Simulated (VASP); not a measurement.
Given:

```
CELL_PARAMETERS angstrom
      1.37160    -2.37568     0.00000
      1.37160     2.37568     0.00000
      0.00000     0.00000     4.44013
ATOMIC_POSITIONS crystal
  Re 0.33333 0.66667 0.25000
  Re 0.66667 0.33333 0.75000
```

Calculation: MS2 meta-GGA, VASP's PBE PAW potentials (set 64) (plane waves; VASP). Settings: 520 eV cut-off, 17×17×9 Γ-centred mesh, tetrahedra with Blöchl corrections, potentials Re.

Task: Give the energies of bands 1 to 10 at the high-symmetry points, in eV from the Fermi level.

Result: 
| band | Γ | M | K | A | L | H |
|---|---|---|---|---|---|---|
| 1 | -10.12 | -6.17 | -5.40 | -7.72 | -6.48 | -4.67 |
| 2 | -6.82 | -6.00 | -4.14 | -7.72 | -6.48 | -4.67 |
| 3 | -1.64 | -5.43 | -4.14 | -2.46 | -4.22 | -3.85 |
| 4 | -1.61 | -1.96 | -3.46 | -2.46 | -4.22 | -3.85 |
| 5 | -1.61 | -1.77 | -2.18 | -1.74 | 0.44 | -2.20 |
| 6 | -0.74 | -1.41 | -2.18 | -1.74 | 0.44 | -2.20 |
| 7 | -0.74 | -0.61 | -0.01 | -1.74 | 0.95 | 0.10 |
| 8 | 0.25 | 4.18 | 3.16 | -1.74 | 0.95 | 0.10 |
| 9 | 0.25 | 4.57 | 3.16 | 2.68 | 4.50 | 3.52 |
| 10 | 0.58 | 4.73 | 3.64 | 2.68 | 4.50 | 3.52 |

It has no gap at this level: it comes out as a metal or semimetal.

The compound is Re in the hcp structure. It was relaxed first.
